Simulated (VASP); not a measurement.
# BaRhS3 (Pm-3m) in VASP: single point with PBE

Aim: the single point of BaRhS3 with PBE.

All numbers are computed with VASP 6.6.1; they aren't measurements. Logs are shortened: lines on timing, memory, paths and dates and some standing lists are left out, and cuts for length are marked.

## 1. The crystal as given

Symmetry: Pm-3m, No. 221, cubic system. Conventional cell: a = 4.801 Å, b = 4.801 Å, c = 4.801 Å, α = 90.00°, β = 90.00°, γ = 90.00°. Around Ba (site symmetry m-3m) lie 12 S at 3.39 Å. Around Rh (site symmetry m-3m) lie 6 S at 2.40 Å. S (site symmetry 4/mmm) is surrounded by 2 Rh at 2.40 Å.

The cell was built by a generator and needn't be a form met in nature.

## 2. Single point, PBE, collinear spin, typed start

Contents of INCAR:

```
SYSTEM = BaRhS3
PREC     = Accurate       ! precision mode
ENCUT    = 520            ! plane-wave cutoff, eV
EDIFF    = 1E-6           ! SCF threshold, eV
ISMEAR   = 0              ! smearing method
SIGMA    = 0.1            ! smearing width, eV
LREAL    = .False.        ! projectors in reciprocal space
LASPH    = .True.         ! aspherical terms in the spheres
NELM     = 150            ! most SCF steps
ALGO     = Normal         ! electronic algorithm
ISIF     = 2              ! what is computed and relaxed
LWAVE    = .False.        ! write WAVECAR
LCHARG   = .False.        ! write CHGCAR
ISPIN    = 2              ! spin polarisation
MAGMOM   = 0 0.85 0.24 0.24 0.24 ! initial moments
LORBIT   = 11             ! projections on sites
LMAXMIX  = 4              ! l up to which the mixer works
GGA      = PE             ! functional
NBANDS   = 34             ! bands
```

Contents of KPOINTS:

```
regular mesh
0
Gamma
  8 8 8
  0 0 0
```

Contents of POSCAR:

```
BaRhS3
1.0
    4.8005190325      0.0000000000      0.0000000000
    0.0000000000      4.8005190325      0.0000000000
    0.0000000000      0.0000000000      4.8005190325
Ba Rh S
1 1 3
Direct
    0.5000000000      0.5000000000      0.5000000000
    0.0000000000      0.0000000000      0.0000000000
    0.5000000000      0.0000000000      0.0000000000
    0.0000000000      0.5000000000      0.0000000000
    0.0000000000      0.0000000000      0.5000000000
```

Potentials or basis: VASP PAW PBE potentials, release 64 (Ba_sv, Rh_pv, S).

Launch:

```
cat potpaw_PBE.64/Ba_sv/POTCAR potpaw_PBE.64/Rh_pv/POTCAR potpaw_PBE.64/S/POTCAR > POTCAR
mpirun -np 1 vasp_std > vasp.out
```

OUTCAR:

```text
SYSTEM = BaRhS3
   PREC = Accurate
   ENCUT = 520
   EDIFF = 1E-6
   ISMEAR = 0
   LREAL = .False.
   LASPH = .True.
   NELM = 150
   ISIF = 2
   ISPIN = 2
   LORBIT = 11
   GGA = PE

 ion  position               nearest neighbor table
   1  0.500  0.500  0.500-   3 3.39   4 3.39   5 3.39   3 3.39   4 3.39   3 3.39   5 3.39   3 3.39
                             4 3.39   5 3.39   4 3.39   5 3.39
   2  0.000  0.000  0.000-   3 2.40   4 2.40   5 2.40   5 2.40   4 2.40   3 2.40
   3  0.500  0.000  0.000-   2 2.40   2 2.40   1 3.39   1 3.39   1 3.39   1 3.39
   4  0.000  0.500  0.000-   2 2.40   2 2.40   1 3.39   1 3.39   1 3.39   1 3.39
   5  0.000  0.000  0.500-   2 2.40   2 2.40   1 3.39   1 3.39   1 3.39   1 3.39

  LATTYP: Found a simple cubic cell.
 ALAT       =     4.8005190325

  Lattice vectors:

 A1 = (   4.8005190325,   0.0000000000,   0.0000000000)
 A2 = (   0.0000000000,   4.8005190325,   0.0000000000)
 A3 = (   0.0000000000,   0.0000000000,   4.8005190325)

Analysis of symmetry for initial positions (statically):
=====================================================================
 Subroutine PRICEL returns:
 Original cell was already a primitive cell.

 Routine SETGRP: Setting up the symmetry group for a
 simple cubic supercell.

 Subroutine GETGRP returns: Found 48 space group operations
 (whereof 48 operations were pure point group operations)
 out of a pool of 48 trial point group operations.

The static configuration has the point symmetry O_h .

Analysis of symmetry for dynamics (positions and initial velocities):
=====================================================================
 Subroutine PRICEL returns:
 Original cell was already a primitive cell.

 Routine SETGRP: Setting up the symmetry group for a
 simple cubic supercell.

 Subroutine GETGRP returns: Found 48 space group operations
 (whereof 48 operations were pure point group operations)
 out of a pool of 48 trial point group operations.

The dynamic configuration has the point symmetry O_h .

Analysis of structural, dynamic, and magnetic symmetry:
=====================================================================
 Subroutine PRICEL returns:
 Original cell was already a primitive cell.

 Routine SETGRP: Setting up the symmetry group for a
 simple cubic supercell.

 Subroutine GETGRP returns: Found 48 space group operations
 (whereof 48 operations were pure point group operations)
 out of a pool of 48 trial point group operations.

The overall configuration has the point symmetry O_h .

 Subroutine INISYM returns: Found 48 space group operations
 (whereof 48 operations are pure point group operations),
 and found     1 'primitive' translations

----------------------------------------------------------------------------------------

                                     Primitive cell

  volume of cell :     110.6279

  direct lattice vectors                    reciprocal lattice vectors
     4.800519032  0.000000000  0.000000000     0.208310808  0.000000000  0.000000000
     0.000000000  4.800519032  0.000000000     0.000000000  0.208310808  0.000000000
     0.000000000  0.000000000  4.800519032     0.000000000  0.000000000  0.208310808

  length of vectors
     4.800519032  4.800519032  4.800519032     0.208310808  0.208310808  0.208310808

  position of ions in fractional coordinates (direct lattice)
     0.500000000  0.500000000  0.500000000
     0.000000000  0.000000000  0.000000000
     0.500000000  0.000000000  0.000000000
     0.000000000  0.500000000  0.000000000
     0.000000000  0.000000000  0.500000000

  ion indices of the primitive-cell ions
   primitive index   ion index
                 1           1
                 2           2
                 3           3
                 4           4
                 5           5

----------------------------------------------------------------------------------------

 KPOINTS: regular mesh

Automatic generation of k-mesh.
 Grid dimensions read from file:
 generate k-points for:    8    8    8

 Generating k-lattice:

  Cartesian coordinates                     Fractional coordinates (reciprocal lattice)
     0.026038851  0.000000000  0.000000000     0.125000000  0.000000000  0.000000000
     0.000000000  0.026038851  0.000000000     0.000000000  0.125000000  0.000000000
     0.000000000  0.000000000  0.026038851     0.000000000  0.000000000  0.125000000

  Length of vectors
     0.026038851  0.026038851  0.026038851

  Shift w.r.t. Gamma in fractional coordinates (k-lattice)
     0.000000000  0.000000000  0.000000000

 Subroutine IBZKPT returns following result:
 ===========================================

 Found     35 irreducible k-points:

 Following reciprocal coordinates:
            Coordinates               Weight
  0.000000  0.000000  0.000000      1.000000
  0.125000  0.000000  0.000000      6.000000
  0.250000  0.000000  0.000000      6.000000
  0.375000  0.000000  0.000000      6.000000
  0.500000  0.000000  0.000000      3.000000
  0.125000  0.125000  0.000000     12.000000
[... 16 lines left out ...]
  0.375000  0.375000  0.125000     24.000000
  0.500000  0.375000  0.125000     24.000000
 [... further k-points ...]
   k-points           NKPTS =     35   k-points in BZ     NKDIM =     35   number of bands    NBANDS=     34
   number of dos      NEDOS =    301   number of ions     NIONS =      5
   total plane-waves  NPLWV =  46656
   dimension x,y,z NGX =    36 NGY =   36 NGZ =   36
   dimension x,y,z NGXF=    72 NGYF=   72 NGZF=   72
   ions per type =               1   1   3
   NGX,Y,Z   is equivalent  to a cutoff of  12.47, 12.47, 12.47 a.u.
   NGXF,Y,Z  is equivalent  to a cutoff of  24.93, 24.93, 24.93 a.u.
 SYSTEM =  BaRhS3
   PREC   = accura    normal or accurate (medium, high low for compatibility)
   ISTART =      0    job   : 0-new  1-cont  2-samecut
   ICHARG =      2    charge: 1-file 2-atom 10-const
   ISPIN  =      2    spin polarized calculation?
   LNONCOLLINEAR =      F non collinear calculations
   LSORBIT =      F    spin-orbit coupling
   LASPH  =      T    aspherical Exc in radial PAW
   ENCUT  =  520.0 eV  38.22 Ry    6.18 a.u.   8.93  8.93  8.93*2*pi/ulx,y,z
   NELM   =    150;   NELMIN=  2; NELMDL= -5     # of ELM steps
   EDIFF  = 0.1E-05   stopping-criterion for ELM
   LREAL  =      F    real-space projection
   EDIFFG = 0.1E-04   stopping-criterion for IOM
   NSW    =      0    number of steps for IOM
   IBRION =     -1    ionic relax: 0-MD 1-quasi-New 2-CG
   NFREE  =      0    steps in history (QN), initial steepest desc. (CG)
   ISIF   =      2    stress and relaxation
   ISYM   =      2    0-nonsym 1-usesym 2-fastsym
   POTIM  = 0.5000    time-step for ionic-motion
   TEBEG  =    0.0;   TEEND  =   0.0 temperature during run
   PSTRESS=    0.0 pullay stress
   NELECT =      43.0000    total number of electrons
   NUPDOWN=      -1.0000    fix difference up-down
   EMIN   =  10.00;   EMAX   =-10.00  energy-range for DOS
   EFERMI =   0.00;   METHOD = LEGACY
   ISMEAR =     0;   SIGMA  =   0.10  broadening in eV -4-tet -1-fermi 0-gaus
   EFERMI_NEDOS =   21; number of points for ismear=-14 and -15
   IALGO  =     38    algorithm
   IMIX   =      4    mixing-type and parameters
     AMIX     =   0.40;   BMIX     =  1.00
     AMIX_MAG =   1.60;   BMIX_MAG =  1.00
  volume/ion in A,a.u.               =      22.13       149.31
  Fermi-wavevector in a.u.,A,eV,Ry     =   1.194747  2.257745 19.421249  1.427422
  Thomas-Fermi vector in A             =   2.330730
   LORBIT       =     11    0 simple, 1 ext, 2 COOP (PROOUT), +10 PAW based schemes
   GGA     = PE    functional components
   LHFCALC =     F    Hartree Fock is set to
   AEXX    =    0.0000 exact exchange contribution
   IVDW    =     0    specifies the selected vdW correction
   LEPSILON=     F    determine dielectric tensor
   LRPA    =     F    only Hartree local field effects (RPA)
 spin polarized calculation
 Gauss-broadening in eV      SIGMA  =   0.10
  energy-cutoff  :      520.00
  volume of cell :      110.63
 maximum number of plane-waves:      3016
 NGX is ok and might be reduce to    36
   NGX = 17   NGY = 17   NGZ = 17

 number of electron      42.9999997 magnetization       1.5942241

 Free energy of the ion-electron system (eV)
  ---------------------------------------------------
  ext. energy  EPLUGINS =         0.00000000
  ---------------------------------------------------
  free energy    TOTEN  =       -25.28194572 eV

  energy without entropy =      -25.25269935  energy(sigma->0) =      -25.26732253

 E-fermi :   4.5032     XC(G=0): -10.0825

 val. band max:        4.4958871170   @ k =   0.5000   0.3750   0.3750
 cond. band min:       4.5196147974   @ k =   0.3750   0.2500   0.0000
 fundamental gap:      0.0237276804
 Fermi energy:         4.5032377601

 spin component 1

 k-point     1 :       0.0000    0.0000    0.0000
  band No.  band energies     occupation
      1     -42.2316      1.00000
      2     -42.2316      1.00000
      3     -42.2316      1.00000
      4     -22.1953      1.00000
      5      -8.7777      1.00000
      6      -7.4064      1.00000
[... 25 lines left out ...]
     32      15.0904      0.00000
     33      15.0904      0.00000

 k-point     2 :       0.1250    0.0000    0.0000
  band No.  band energies     occupation
      1     -42.2317      1.00000
      2     -42.2316      1.00000
      3     -42.2316      1.00000
      4     -22.1941      1.00000
      5      -8.7880      1.00000
      6      -7.5810      1.00000
[... 25 lines left out ...]
     32      14.7444      0.00000
     33      15.0865      0.00000
[... 754 lines left out ...]
     32      13.0814      0.00000
     33      13.0868      0.00000

 k-point    24 :       0.5000    0.3750    0.1250
  band No.  band energies     occupation
      1     -42.2325      1.00000
      2     -42.2324      1.00000
      3     -42.2317      1.00000
      4     -22.1801      1.00000
      5      -8.3655      1.00000
      6      -8.1115      1.00000
[... 25 lines left out ...]
     32      12.6035      0.00000
     33      13.2110      0.00000

 [... further k-points ...]

 spin component 2

 k-point     1 :       0.0000    0.0000    0.0000
  band No.  band energies     occupation
      1     -41.7375      1.00000
      2     -41.7375      1.00000
      3     -41.7375      1.00000
      4     -22.1858      1.00000
      5      -8.5327      1.00000
      6      -7.3909      1.00000
[... 25 lines left out ...]
     32      15.2680      0.00000
     33      15.2680      0.00000

 k-point     2 :       0.1250    0.0000    0.0000
  band No.  band energies     occupation
      1     -41.7377      1.00000
      2     -41.7375      1.00000
      3     -41.7375      1.00000
      4     -22.1846      1.00000
      5      -8.5545      1.00000
      6      -7.4534      1.00000
[... 25 lines left out ...]
     32      14.9129      0.00000
     33      15.2559      0.00000
[... 754 lines left out ...]
     32      13.2200      0.00000
     33      13.2266      0.00000

 k-point    24 :       0.5000    0.3750    0.1250
  band No.  band energies     occupation
      1     -41.7385      1.00000
      2     -41.7383      1.00000
      3     -41.7376      1.00000
      4     -22.1709      1.00000
      5      -8.2033      1.00000
      6      -7.9771      1.00000
[... 25 lines left out ...]
     32      12.7415      0.00000
     33      13.3521      0.00000

 [... further k-points ...]

 [bands above 33 left out]

------------------------ aborting loop because EDIFF is reached ----------------------------------------

  FORCE on cell =-STRESS in cart. coord.  units (eV):
  Direction    XX          YY          ZZ          XY          YZ          ZX
  --------------------------------------------------------------------------------------
  -------------------------------------------------------------------------------------
  Total        0.2210011      0.2210011      0.2210011      0.0000000      0.0000000      0.0000000
  in kB        3.2006665      3.2006665      3.2006665      0.0000000      0.0000000      0.0000000
  external PRESSURE =       3.2006665 kB  Pullay stress =       0.0000000 kB

 VOLUME and BASIS-vectors are now :
 -----------------------------------------------------------------------------
  energy-cutoff  :      520.00
  volume of cell :      110.63
      direct lattice vectors                 reciprocal lattice vectors
     4.800519032  0.000000000  0.000000000     0.208310808  0.000000000  0.000000000
     0.000000000  4.800519032  0.000000000     0.000000000  0.208310808  0.000000000
     0.000000000  0.000000000  4.800519032     0.000000000  0.000000000  0.208310808

 POSITION                                       TOTAL-FORCE (eV/Angst)
 -----------------------------------------------------------------------------------
      2.40026      2.40026      2.40026         0.000000      0.000000      0.000000
      0.00000      0.00000      0.00000         0.000000      0.000000      0.000000
      2.40026      0.00000      0.00000         0.000000      0.000000      0.000000
      0.00000      2.40026      0.00000         0.000000      0.000000      0.000000
      0.00000      0.00000      2.40026         0.000000      0.000000      0.000000
 -----------------------------------------------------------------------------------
    total drift:                               -0.000000      0.000000     -0.000000

  FREE ENERGIE OF THE ION-ELECTRON SYSTEM (eV)
  ---------------------------------------------------
  free  energy   TOTEN  =       -25.2819457182 eV

  energy  without entropy=      -25.2526993456  energy(sigma->0) =      -25.26732253

 total charge

# of ion       s       p       d       tot
------------------------------------------
    1        1.998   5.604   0.248   7.850
    2        0.326   6.253   7.119  13.699
    3        1.352   2.319   0.000   3.671
    4        1.352   2.319   0.000   3.671
    5        1.352   2.319   0.000   3.671
--------------------------------------------------
tot          6.382  18.815   7.367  32.564

 magnetization (x)

# of ion       s       p       d       tot
------------------------------------------
    1       -0.000   0.008   0.009   0.016
    2        0.002   0.000   0.620   0.623
    3        0.006   0.192   0.000   0.198
    4        0.006   0.192   0.000   0.198
    5        0.006   0.192   0.000   0.198
--------------------------------------------------
tot          0.020   0.583   0.629   1.232
```

Wall time 2.3 min (1 thread of Intel Xeon 6975P-C (Granite Rapids), shared host); peak memory 0.37 GiB.

What came out:

```
Free energy                                           : -25.2819 eV
Pressure                                              : 0.3 GPa
Band gap on the k mesh                                : none (metal or under the smearing width)
Net moment                                            : 1.59 μB per cell
Site moments                                          : Ba +0.02; Rh +0.62; S +0.20 μB
Valence electrons inside the program's atomic spheres : Ba 7.85; Rh 13.70; S 3.67
```
